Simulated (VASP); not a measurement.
```
Li2Pd
1.0
    4.20512     0.00000     0.00000
   -2.10256     3.64174     0.00000
    0.00000     0.00000     2.67986
Li Pd
2 1
Direct
  0.33333   0.66667   0.50000
  0.66667   0.33333   0.50000
  0.00000   0.00000   0.00000
```

Calculation: PBEsol GGA, VASP's PBE PAW potentials (set 64) (plane waves; VASP). Settings: 400 eV cut-off, 9×9×12 Γ-centred mesh, Fermi-Dirac smearing of 0.10 eV, potentials Li_sv Pd.

At this cut-off the stress carries a Pulay error, which pulls relaxed volumes low.

**Question.** Give the stress tensor in GPa (positive for a compressed cell).

**Answer.** 
```
-3.93   0.00   0.00
 0.00  -3.93   0.00
 0.00   0.00  -4.69
```
The pressure is its mean diagonal, -4.18 GPa.

The structure comes from a computed database's Li2Pd entry (P6/mmm); how it stands against other phases isn't given here. The cell was not relaxed at this level.
